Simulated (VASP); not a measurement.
Cost and result of VASP (PAW) for the lattice constant a of Tc (hcp). Static lattice. The cost counts the five points of the equation of state, each on the mesh and cut-off of its row, so the ratios hold those differences too. With PBE it took about 3 core-minutes. Costs are core time on shared hosts, one run each; read them as rough ratios.

```tsv
level	k-mesh	cut-off (eV)	lattice constant a (Å)	cost over PBE
LDA	15×15×9	520	2.713	within a factor of 2
PBEsol	15×15×9	520	___	within a factor of 2
PBE	15×15×8	520	2.751	reference
r2SCAN	15×15×8	520	2.739	about 8 times
SCAN	15×15×8	520	___	___
```

**Question.** Some entries are withheld; supply them.

**Answer.** 
- PBEsol, lattice constant a (Å): 2.724
- SCAN, lattice constant a (Å): 2.728
- SCAN, cost over PBE: about 10 times

Left out are levels that failed, ran on another kind of processor or have no fit band path; at most nine are shown.

The compound is Tc in the hcp structure.
